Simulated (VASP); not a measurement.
Consider the following.

```
AlNi
1.0
    2.76207     0.00000     0.00000
    0.00000     2.76207     0.00000
    0.00000     0.00000     2.76207
Al Ni
1 1
Cartesian
  1.38103   1.38103   1.38103
  0.00000   0.00000   0.00000
```

All values below come from PBE GGA, VASP's PBE PAW potentials (set 64) (plane waves; VASP). Run with 500 eV cut-off, 13×13×13 Γ-centred mesh, first-order Methfessel-Paxton smearing of 0.10 eV, potentials Al Ni.

Energy and stress use the plane-wave basis of the starting cell.

Task: The ions, cell shape and volume at an external pressure of 45.0 GPa are relaxed. Which structure does the run end with?

Result: 
```
AlNi
1.0
    2.71697     0.00000     0.00000
    0.00000     2.71697     0.00000
    0.00000     0.00000     2.71697
Al Ni
1 1
Direct
  0.50000   0.50000   0.50000
  0.00000   0.00000   0.00000
```
Space group Pm-3m (221), at a tolerance of 0.03 Å.

Task: How do energy and volume change from the first to the last step?

Result: The energy (σ→0) changes by +117.5 meV/atom and the volume by -4.8 %, in 4 ionic steps.

The compound is NiAl in the CsCl type structure. This run relaxes it under an external pressure of 45 GPa. Symmetry was kept, so distortions that lower it aren't found. The run is not spin-polarised, so no magnetic state was tried. The electron count is odd and the run is not spin-polarised, which forces a metal.
